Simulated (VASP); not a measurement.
These are vdW-DF2, VASP's PBE PAW potentials (set 64) (plane waves; VASP 6.6.1) values and carry that method's errors.

A VASP calculation is set up with these files.

**KPOINTS**
```
K-points
0
gamma
8 8 8
0 0 0
```

**INCAR**
```
# general
SYSTEM    =  NaCl
PREC      =  Accurate
ENCUT     =  520   # plane-wave cut-off (eV)
LREAL     =  .False.   # projection in real space or not
LASPH     =  .True.   # aspherical one-centre terms

# electronic loop
EDIFF     =  1E-7
NELM      =  100   # most electronic steps
ALGO      =  Normal   # blocked Davidson

# smearing
ISMEAR    =  0
SIGMA     =  0.05   # width (eV)

# functional
GGA       =  ML
LUSE_VDW  =  .True.
AGGAC     =  0.0
ZAB_VDW   =  -1.8867

# ions
ISIF      =  2   # forces and stress, cell fixed

# output
LWAVE     =  .False.
LCHARG    =  .False.
```

**POSCAR**
```
NaCl
1
    0.0000000000     2.8317689540     2.8317689540
    2.8317689540     0.0000000000     2.8317689540
    2.8317689540     2.8317689540     0.0000000000
Na Cl
1 1
Direct
  0.0000000000   0.0000000000   0.0000000000
  0.5000000000   0.5000000000   0.5000000000
```

POTCAR, in this order: Na_pv Cl (PBE.64 set). Program: vasp_std.

Question: What does the run give for the energy per atom (σ→0), band gap (on the k-mesh)?

Answer: 
```json
{
  "energy per atom (σ→0)": "-1.717 eV/atom",
  "band gap (on the k-mesh)": "4.91 eV"
}
```

**OSZICAR**
```
...
DAV:   8    -0.343479612103E+01    0.36346E-02   -0.10438E-02   683   0.131E+00    0.200E-01
DAV:   9    -0.343476181765E+01    0.34303E-04   -0.58068E-04   839   0.199E-01    0.755E-02
DAV:  10    -0.343481116463E+01   -0.49347E-04   -0.14346E-04   680   0.164E-01    0.188E-02
DAV:  11    -0.343481286482E+01   -0.17002E-05   -0.47050E-06   755   0.359E-02    0.891E-03
DAV:  12    -0.343481324484E+01   -0.38001E-06   -0.62948E-07   692   0.118E-02    0.389E-03
DAV:  13    -0.343481338376E+01   -0.13892E-06   -0.48736E-08   418   0.285E-03    0.850E-04
DAV:  14    -0.343481340423E+01   -0.20474E-07   -0.76463E-09   379   0.118E-03
   1 F= -.34348134E+01 E0= -.34348134E+01  d E =-.205292E-16
```

The compound is NaCl in the rock salt structure. It was relaxed first.
